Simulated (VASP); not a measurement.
An input for Ansatz (written as the equivalent of a VASP run, and not itself run):

Ansatz 0.2 input:
```yaml
crystal:
  lattice:
    - [4.9176400, 0.0000000, 0.0000000]
    - [-2.4588200, 4.2588010, 0.0000000]
    - [0.0000000, 0.0000000, 2.9677400]
  atoms:
    - { symbol: Lu, position: [0.0000000, 0.0000000, 0.0000000] }
    - { symbol: Co, position: [0.5000000, 0.5000000, 0.5000000] }
    - { symbol: Co, position: [0.0000000, 0.5000000, 0.5000000] }
    - { symbol: Co, position: [0.5000000, 0.0000000, 0.5000000] }
    - { symbol: B, position: [0.6666670, 0.3333330, 0.0000000] }
    - { symbol: B, position: [0.3333330, 0.6666670, 0.0000000] }
kpoints:
  mp_grid: { grid: [8, 8, 11] }
hamiltonian:
  xc: pbesol
  pseudopotentials: { kind: paw }
scf:
  occupations: { method: gaussian, width: 0.272 }
  max_iter: 100
output: { forces: true, stress: true, eigenvalues: true }
```

Q: Write the VASP files for the same calculation (PBEsol).

A: This is not unique; one that fits is 
File POSCAR:
```
LuCo3B2
1
    4.9176400000     0.0000000000     0.0000000000
   -2.4588200000     4.2588010000     0.0000000000
    0.0000000000     0.0000000000     2.9677400000
Lu Co B
1 3 2
Direct
  0.0000000000   0.0000000000   0.0000000000
  0.5000000000   0.5000000000   0.5000000000
  0.0000000000   0.5000000000   0.5000000000
  0.5000000000   0.0000000000   0.5000000000
  0.6666670000   0.3333330000   0.0000000000
  0.3333330000   0.6666670000   0.0000000000
```

### KPOINTS
```
Automatic mesh
0
Gamma
8 8 11
0 0 0
```

**INCAR**
```
SYSTEM=LuCo3B2
PREC=Accurate; ENCUT=400; LREAL=.FALSE.
LASPH=.TRUE.
EDIFF=1E-6; NELM=100; ALGO=Normal
LMAXMIX=6
ISMEAR=0; SIGMA=0.272
GGA=PS
ISIF=2
LWAVE=.FALSE.; LCHARG=.FALSE.
```

POTCAR, in this order: Lu_3 Co B (PBE.64 set). Program: vasp_std.

The two are equivalent in intent, not identical: each code has its own PAW files, so the cut-off isn't converted (ENCUT is set for VASP's; basis.ecutwfc is left out, and Ansatz then takes the one that its files recommend); Ansatz stops its SCF on the density residual and VASP on the energy change (EDIFF).

The structure comes from a computed database's LuCo3B2 entry (P6/mmm); how it stands against other phases isn't given here. The cell was not relaxed at this level.
